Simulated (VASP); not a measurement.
A run of VASP 6.6.1 is set up as follows.

File INCAR:

```
SYSTEM = Mg3CdSe2O2
  PREC = Accurate
  ENCUT = 520
  EDIFF = 1E-6
  ISMEAR = 0
  SIGMA = 0.03
  LREAL = .False.
  LASPH = .True.
  NELM = 120
  ALGO = Normal
  ISIF = 3
  LWAVE = .False.
  LCHARG = .False.
  GGA = PE
  IBRION = 2
  NSW = 90
  EDIFFG = -0.01
  KPAR = 4
```

KPOINTS

```
Automatic mesh
0
Gamma
  6 6 4
  0 0 0
```

File POSCAR:

```
Mg3CdSe2O2
1.0
    4.1450000000      0.0000000000      0.0000000000
    0.0000000000      4.1450000000      0.0000000000
    0.0000000000      0.0000000000     10.3750000000
Mg Cd Se O
3 1 2 2
Direct
    0.5000000000      0.0000000000      0.4966747000
    0.0000000000      0.5000000000      0.5033253000
    0.5000000000      0.5000000000      0.0000000000
    0.0000000000      0.0000000000      0.0000000000
    0.5000000000      0.0000000000      0.1580722900
    0.0000000000      0.5000000000      0.8419277100
    0.0000000000      0.0000000000      0.5000000000
    0.5000000000      0.5000000000      0.5000000000
```

Potentials or basis: VASP PAW PBE potentials, release 64 (Mg, Cd, Se, O).

Command:

```console
$ cat potpaw_PBE.64/Mg/POTCAR potpaw_PBE.64/Cd/POTCAR potpaw_PBE.64/Se/POTCAR potpaw_PBE.64/O/POTCAR > POTCAR
$ mpirun -np 4 vasp_std > vasp.out
```

Predict the space group after relaxing (to 0.05 Å).

P-4m2 (No. 115).

Estimate the band gap on the k mesh.

1.00 eV, direct.

Estimate the relaxed volume.

22.18 Å³/atom.

Estimate the relaxed cell.

a = 4.133 Å, b = 4.133 Å, c = 10.391 Å, α = 90.00°, β = 90.00°, γ = 90.00°.

Stress tensor (GPa, compression positive):
```
 0.01  0.00  0.00
 0.00  0.01  0.00
 0.00  0.00 -0.07
```

A k mesh can miss the band edges.
